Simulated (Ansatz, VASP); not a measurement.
# ZnRe in VASP and in Ansatz

```
Re Zn
1.0
     2.69212    0.00000    0.00000
    -1.34606    2.33144    0.00000
     0.00000    0.00000    4.40232
Re Zn
1 1
Direct
  0.33333 0.66667 0.50000
  0.00000 0.00000 0.00000
```

Change from the starting cell: volume scaled by 0.94.

Alike in both runs: task single point; functional PBE; k mesh 11 × 11 × 6; occupations fermi-dirac, width 0.05 eV; no spin polarisation.

```csv
,VASP,Ansatz
version,VASP 6.6.1,Ansatz 0.2.0
potentials or method,"VASP PAW PBE potentials, release 64 (Re, Zn)",Ansatz PAW
plane-wave cutoff (eV),520,420
valence electrons in the cell,19,27
```

Ansatz gave:

- gap on the k mesh at the Fermi level (eV): none
- pressure (GPa): 13.7
- largest component of the traceless stress (GPa): 2.12

Question: Which values does VASP return?

Answer: gap on the k mesh at the Fermi level (eV): none; pressure (GPa): 13.9; largest component of the traceless stress (GPa): 1.71.

A gap of «none» marks a metal or a gap that the smearing closes. The two sets of potentials don't hold the same shells in valence.

The runs have no spin-orbit coupling, so splittings on Re are missing.
